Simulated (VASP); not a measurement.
These are PBE GGA, VASP's PBE PAW potentials (set 64) (plane waves; VASP) values and carry that method's errors.

A VASP calculation is set up with these files.

INCAR:
```
SYSTEM  =  MgI2
PREC  =  Accurate; ENCUT  =  400; LREAL  =  .FALSE.
LASPH  =  .TRUE.; NELECT  =  16.1
EDIFF  =  1E-6; NELM  =  100; ALGO  =  Normal
LMAXMIX  =  4
ISMEAR  =  0; SIGMA  =  0.05
GGA  =  PE
ISIF  =  2
LWAVE  =  .FALSE.; LCHARG  =  .FALSE.
```

File POSCAR:
```
MgI2
1
    2.0818040000    -3.6589560000     0.0000000000
    2.0818040000     3.6589560000     0.0000000000
    0.0000000000     0.0000000000     6.9311230000
Mg I
1 2
Direct
  0.0000000000   0.0000000000   0.0000000000
  0.3333330000   0.6666670000   0.2420000000
  0.6783050000   0.3449710000   0.7580000000
```

### KPOINTS
```
kpoints
0
Gamma
 6 6 3
0 0 0
```

POTCAR, in this order: Mg I (PBE.64 set). Program: vasp_std.

What VASP printed:

File OUTCAR:
```
 ion  position               nearest neighbor table
   1  0.000  0.000  0.000-   3 2.90   2 2.94   2 2.94   2 2.96   3 2.96   3 2.97
   2  0.333  0.667  0.242-   1 2.94   1 2.94   1 2.96
   3  0.678  0.345  0.758-   1 2.90   1 2.96   1 2.97
  LATTYP: Found a base centered orthorhombic cell.
 ALAT       =     4.1636080000
 B/A-ratio  =     1.7575890910
 C/A-ratio  =     1.6646915368
 Subroutine PRICEL returns:
 Original cell was already a primitive cell.
 Subroutine GETGRP returns: Found  1 space group operations
The static configuration has the point symmetry C_1 .
The dynamic configuration has the point symmetry C_1 .
 Subroutine INISYM returns: Found  1 space group operations
 Subroutine IBZKPT returns following result:
 Found     56 irreducible k-points:

 Following reciprocal coordinates:
            Coordinates               Weight
  0.000000  0.000000  0.000000      1.000000
  0.166667  0.000000  0.000000      2.000000
  0.000000  0.166667  0.000000      2.000000
  0.333333  0.000000  0.000000      2.000000
  0.000000  0.333333  0.000000      2.000000
  0.500000  0.000000  0.000000      1.000000
...
```

### OSZICAR
```
       N       E                     dE             d eps       ncg     rms          rms(c)
DAV:   1     0.730659320336E+02    0.73066E+02   -0.51228E+03  1344   0.846E+02
DAV:   2    -0.192764552525E+01   -0.74994E+02   -0.69706E+02  1952   0.141E+02
DAV:   3    -0.721798311436E+01   -0.52903E+01   -0.52627E+01  1688   0.450E+01
DAV:   4    -0.731384517808E+01   -0.95862E-01   -0.95833E-01  1824   0.765E+00
DAV:   5    -0.731513799781E+01   -0.12928E-02   -0.12928E-02  1712   0.868E-01    0.429E+00
DAV:   6    -0.717898156316E+01    0.13616E+00   -0.17584E-01  1432   0.224E+00    0.284E+00
DAV:   7    -0.715707111909E+01    0.21910E-01   -0.12571E-01  1564   0.199E+00    0.750E-01
DAV:   8    -0.715595210638E+01    0.11190E-02   -0.79383E-03  1532   0.546E-01    0.293E-01
DAV:   9    -0.715617846722E+01   -0.22636E-03   -0.11117E-03  1672   0.242E-01    0.111E-01
DAV:  10    -0.715615713373E+01    0.21333E-04   -0.44493E-05  1624   0.535E-02    0.448E-02
DAV:  11    -0.715616870000E+01   -0.11566E-04   -0.22327E-05  1576   0.328E-02    0.130E-02
DAV:  12    -0.715616975274E+01   -0.10527E-05   -0.15053E-06  1380   0.856E-03    0.807E-03
DAV:  13    -0.715617055933E+01   -0.80659E-06   -0.53841E-07  1092   0.515E-03
   1 F= -.71561706E+01 E0= -.71556601E+01  d E =-.102102E-02
```

File OUTCAR:
```
------------------------ aborting loop because EDIFF is reached ----------------------------------------
  FORCE on cell =-STRESS in cart. coord.  units (eV):
  Direction    XX          YY          ZZ          XY          YZ          ZX
  --------------------------------------------------------------------------------------
  Total        1.2907108      1.0595409      1.3845569      0.0167893      0.0295324      0.1327971
  in kB       19.5843388     16.0767281     21.0082930      0.2547494      0.4481032      2.0149702
  external PRESSURE =      18.8897866 kB  Pullay stress =       0.0000000 kB
  volume of cell :      105.59
      direct lattice vectors                 reciprocal lattice vectors
     2.081804000 -3.658956000  0.000000000     0.240176309 -0.136651001  0.000000000
     2.081804000  3.658956000  0.000000000     0.240176309  0.136651001  0.000000000
     0.000000000  0.000000000  6.931123000     0.000000000  0.000000000  0.144276764
 POSITION                                       TOTAL-FORCE (eV/Angst)
 -----------------------------------------------------------------------------------
      0.00000      0.00000      0.00000         0.054807      0.003914      0.005127
      2.08180      1.21965      1.67733         0.018566      0.004909     -0.046099
      2.13026     -1.21965      5.25379        -0.073373     -0.008823      0.040972
 -----------------------------------------------------------------------------------
    total drift:                                0.000047      0.000080      0.000029
  FREE ENERGIE OF THE ION-ELECTRON SYSTEM (eV)
  ---------------------------------------------------
  free  energy   TOTEN  =        -7.1561705593 eV

  energy  without entropy=       -7.1551495435  energy(sigma->0) =       -7.15566005
```
(Selected blocks of OUTCAR.)

The cell is charged, with a uniform compensating background.

The compound is MgI2 in the 1T layered structure. The cell was not relaxed at this level, atoms are displaced from their ideal sites. The k-mesh is coarse (spacing up to 0.30 per Å, 2π included), so the numbers may not be converged in it. The run is one of a series of settings (NELECT = 16.1 against the base run), some of them coarse on purpose.
